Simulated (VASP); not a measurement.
Shape and ions are relaxed at each volume.

Energy against volume of ZrB2 (AlB2 type). Calculation: vdW-DF-cx, VASP's PBE PAW potentials (set 64) (plane waves; VASP).

```json
[
 {"V (Å³/atom)": "9.583", "E (eV/atom)": "-7.20898"},
 {"V (Å³/atom)": "9.889", "E (eV/atom)": "-7.23272"},
 {"V (Å³/atom)": "10.194", "E (eV/atom)": "-7.24018"},
 {"V (Å³/atom)": "10.500", "E (eV/atom)": "-7.23360"},
 {"V (Å³/atom)": "10.806", "E (eV/atom)": "-7.21492"}
]
```

Problem. Fit a third-order Birch-Murnaghan equation of state.

Solution. 
- volume per atom: 10.20 Å^3/atom
- bulk modulus: 244 GPa
- pressure derivative of the bulk modulus: 3.93

The compound is ZrB2 in the AlB2 type structure. It was relaxed first.
